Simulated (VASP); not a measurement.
Given:

```
YbSe
1.0
    0.00000     2.90951     2.90951
    2.90951     0.00000     2.90951
    2.90951     2.90951     0.00000
Yb Se
1 1
Direct
  0.50000   0.50000   0.50000
  0.00000   0.00000   0.00000
```

All values below come from SCAN meta-GGA, VASP's PBE PAW potentials (set 64) (plane waves; VASP). Settings: 400 eV cut-off, 10×10×10 Γ-centred mesh, Gaussian smearing of 0.010 eV, potentials Yb_2 Se.

The 4f electrons are frozen in the core of the lanthanide potential, so 4f levels, which can set the real gap, and their magnetism are missing.

Q: What does the run give for the energy per atom (σ→0), band gap (on the k-mesh) with the smallest direct gap where there is one?

A: 
```yaml
band gap (on the k-mesh): 2.20 eV
smallest direct gap (on the k-mesh): 3.06 eV
energy per atom (σ→0): -37.700 eV/atom
```

Total energies compare only between runs with the same potentials, cut-off and functional.

The structure comes from a measured YbSe entry (Fm-3m) of the Crystallography Open Database, whose conditions weren't checked. It was relaxed first, which changed the volume by -6 %.
